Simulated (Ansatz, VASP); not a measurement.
# One calculation of ZnB2S2, two programs

```
Zn B S
1.0
     3.14423    0.00000    0.00000
    -1.57211    2.72298    0.00000
     0.00000    0.00000   18.00000
Zn B S
1 2 2
Direct
  0.00000 0.00000 0.49300
  0.33333 0.66667 0.40688
  0.66667 0.33333 0.40688
  0.33333 0.66667 0.59312
  0.66667 0.33333 0.59312
```

Alike in both runs: task single point; functional PBE; k mesh 6 × 6 × 1; occupations gaussian, width 0.1 eV; no spin polarisation.

```csv
,VASP,Ansatz
version,VASP 6.6.1,Ansatz 0.2.0
potentials or method,"VASP PAW PBE potentials, release 64 (Zn, B, S)","scalar-relativistic, plane waves, PAW"
plane-wave cutoff (eV),520,420
valence electrons in the cell,30,30
```

Ansatz gave:

| Quantity | Value |
| --- | --- |
| gap on the k mesh at the Fermi level (eV) | none |
| rms of the force components (eV/Å) | 0.983 |

Question: Which values does VASP return?

Answer: gap on the k mesh at the Fermi level (eV): none; rms of the force components (eV/Å): 0.992.

Atom by atom the forces differ by 0.011 eV/Å (rms over components). A gap of «none» marks a metal or a gap that the smearing closes. Ansatz warned: «slab_cell_height_set».

Caveats: the k mesh is coarse (spacing up to 0.38 Å⁻¹), so the values aren't converged.
